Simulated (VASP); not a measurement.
Input:

```yaml
crystal:
  lattice:
    - [3.32413, 0.00000, 0.00000]
    - [-1.66206, 2.87878, 0.00000]
    - [0.00000, 0.00000, 5.77693]
  atoms:
    - { symbol: Sn, position: [0.00000, 0.00000, 0.00000] }
    - { symbol: Sn, position: [0.00000, 0.00000, 0.50000] }
    - { symbol: C, position: [0.33333, 0.66667, 0.25000] }
    - { symbol: C, position: [0.66667, 0.33333, 0.75000] }
```

These are PBEsol GGA, VASP's PBE PAW potentials (set 64) (plane waves; VASP) values and carry that method's errors. Run with 520 eV cut-off, 12×12×6 Γ-centred mesh, tetrahedra with Blöchl corrections, potentials Sn_d C.

Unless said otherwise, spin-orbit coupling is left out, though it shifts the bands of the heavy elements here.

Problem. Estimate the energy per atom (σ→0), band gap (on the k-mesh) with the smallest direct gap where there is one.

Solution. 
| Item | Value |
|---|---|
| band gap (on the k-mesh) | none (metal, semimetal or under 0.01 eV) |
| energy per atom (σ→0) | -5.546 eV/atom |

The structure was generated: SnC was put into the NiAs type type (P6_3/mmc), which need not be its known phase. It was relaxed first, which changed the volume by +14 %.
